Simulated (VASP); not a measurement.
```yaml
crystal:
  lattice:
    - [2.83983, 0.00000, 0.00000]
    - [0.00000, 2.83983, 0.00000]
    - [0.00000, 0.00000, 2.83983]
  atoms:
    - { symbol: Al, position: [0.50000, 0.50000, 0.50000] }
    - { symbol: Fe, position: [0.00000, 0.00000, 0.00000] }
```

Calculation: PBEsol GGA, VASP's PBE PAW potentials (set 64) (plane waves; VASP). Settings: 400 eV cut-off, 12×12×12 Γ-centred mesh, first-order Methfessel-Paxton smearing of 0.10 eV, potentials Al Fe.

**Question.** What does the run give for the energy per atom (σ→0), band gap (on the k-mesh) with the smallest direct gap where there is one?

**Answer.** 
* **band gap (on the k-mesh)**: none (metal, semimetal or under 0.01 eV)
* **energy per atom (σ→0)**: -6.855 eV/atom

Only differences to runs with the same potentials and settings are physical.

The compound is FeAl in the CsCl type structure. It was relaxed first, which changed the volume by -7 %. The start is the result of an earlier pass. The run is not spin-polarised, so no magnetic state was tried. The electron count is odd and the run is not spin-polarised, which forces a metal.
